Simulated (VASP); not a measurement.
Method: PBE GGA, VASP's PBE PAW potentials (set 64) (plane waves; VASP).

The input files of a VASP run:

### KPOINTS
```
Automatic
0
gamma
6 6 3
```

INCAR:
```
SYSTEM = SiC
PREC = Accurate; ENCUT = 400; LREAL = .False.
LASPH = .True.
EDIFF = 1E-6; NELM = 100; ALGO = Normal
ISMEAR = 0; SIGMA = 0.136
GGA = PE
ISIF = 2
LWAVE = .False.; LCHARG = .False.
```

POSCAR:
```
SiC
1
    3.0760000000     0.0000000000     0.0000000000
   -1.5380000000     2.6638940000     0.0000000000
    0.0000000000     0.0000000000     5.0480000000
Si C
2 2
Direct
  0.6666670000   0.3333330000   0.0000000000
  0.3333330000   0.6666670000   0.5000000000
  0.6666670000   0.3333330000   0.3750000000
  0.3333330000   0.6666670000   0.8750000000
```

POTCAR, in this order: Si C (PBE.64 set). Program: vasp_std.

Output

File OSZICAR:
```
       N       E                     dE             d eps       ncg     rms          rms(c)
DAV:   1     0.335144029693E+02    0.33514E+02   -0.65647E+03   336   0.975E+02
DAV:   2    -0.308376390392E+02   -0.64352E+02   -0.58328E+02   480   0.175E+02
DAV:   3    -0.337670776915E+02   -0.29294E+01   -0.29132E+01   436   0.396E+01
DAV:   4    -0.337997315430E+02   -0.32654E-01   -0.32642E-01   400   0.482E+00
DAV:   5    -0.338002880204E+02   -0.55648E-03   -0.55633E-03   444   0.602E-01    0.124E+01
DAV:   6    -0.302040827134E+02    0.35962E+01   -0.10449E+01   408   0.206E+01    0.560E+00
DAV:   7    -0.301106397052E+02    0.93443E-01   -0.10280E+00   424   0.646E+00    0.248E+00
DAV:   8    -0.300953424215E+02    0.15297E-01   -0.53175E-02   388   0.166E+00    0.541E-01
DAV:   9    -0.300943556827E+02    0.98674E-03   -0.74914E-03   404   0.650E-01    0.134E-01
DAV:  10    -0.300946184329E+02   -0.26275E-03   -0.72238E-04   396   0.195E-01    0.549E-02
DAV:  11    -0.300946344798E+02   -0.16047E-04   -0.10113E-04   408   0.811E-02    0.128E-02
DAV:  12    -0.300946358902E+02   -0.14104E-05   -0.42556E-06   416   0.160E-02    0.273E-03
DAV:  13    -0.300946363389E+02   -0.44871E-06   -0.20800E-07   232   0.393E-03
   1 F= -.30094636E+02 E0= -.30094636E+02  d E =-.227789E-11
```

File OUTCAR:
```
------------------------ aborting loop because EDIFF is reached ----------------------------------------
  FORCE on cell =-STRESS in cart. coord.  units (eV):
  Direction    XX          YY          ZZ          XY          YZ          ZX
  --------------------------------------------------------------------------------------
  Total        0.5317721      0.5317720      0.6492180      0.0000000     -0.0000000      0.0000000
  in kB       20.5974520     20.5974498     25.1465559      0.0000000     -0.0000000      0.0000000
  external PRESSURE =      22.1138192 kB  Pullay stress =       0.0000000 kB
  volume of cell :       41.36
      direct lattice vectors                 reciprocal lattice vectors
     3.076000000  0.000000000  0.000000000     0.325097529  0.187695156  0.000000000
    -1.538000000  2.663894000  0.000000000     0.000000000  0.375390312  0.000000000
     0.000000000  0.000000000  5.048000000     0.000000000  0.000000000  0.198098257
  FREE ENERGIE OF THE ION-ELECTRON SYSTEM (eV)
  ---------------------------------------------------
  free  energy   TOTEN  =       -30.0946363389 eV

  energy  without entropy=      -30.0946363389  energy(sigma->0) =      -30.09463634
```
(Selected blocks of OUTCAR.)

OUTCAR:
```
 val. band max:        8.2808138686   @ k =   0.0000   0.0000   0.0000

 cond. band min:      10.5196423266   @ k =   0.3333   0.3333   0.0000


 Fermi energy:         8.8928167540

 k-point     1 :       0.0000    0.0000    0.0000
  band No.  band energies     occupation
      1      -7.3082      2.00000
      2      -3.7357      2.00000
      3      -0.4506      2.00000
      4       6.9573      2.00000
      5       6.9574      2.00000
      6       8.1316      2.00000
      7       8.2808      2.00000
      8       8.2808      2.00000
      9      13.0665      0.00000
     10      14.4713      0.00000
     11      14.9281      0.00000
     12      14.9281      0.00000

 k-point     2 :       0.1667   -0.0000    0.0000
  band No.  band energies     occupation
      1      -6.8293      2.00000
      2      -3.3337      2.00000
      3      -0.0157      2.00000
      4       4.7794      2.00000
      5       6.2669      2.00000
      6       6.6969      2.00000
      7       7.7713      2.00000
      8       7.9924      2.00000
      9      13.1378      0.00000
     10      15.0358      0.00000
     11      15.3711      0.00000
     12      15.5802      0.00000

 k-point     3 :       0.3333    0.0000    0.0000
  band No.  band energies     occupation
      1      -5.4607      2.00000
      2      -2.3811      2.00000
      3       0.8146      2.00000
      4       2.0447      2.00000
      5       3.9027      2.00000
      6       5.3199      2.00000
      7       6.4101      2.00000
      8       7.3690      2.00000
      9      11.6341      0.00000
     10      13.1604      0.00000
     11      15.4616      0.00000
     12      15.6873      0.00000

 k-point     4 :       0.5000    0.0000    0.0000
  band No.  band energies     occupation
      1      -3.9878      2.00000
      2      -2.5236      2.00000
      3       0.5037      2.00000
      4       1.9822      2.00000
      5       2.8179      2.00000
      6       4.9489      2.00000
...
```

At this cut-off the stress carries a Pulay error, which pulls relaxed volumes low.

The structure comes from a measured SiC entry (P6_3mc) of the Crystallography Open Database, whose conditions weren't checked. The cell was not relaxed at this level. The run is one of a series of settings (KPOINTS 6×6×3 Γ-centred mesh against the base run), some of them coarse on purpose.
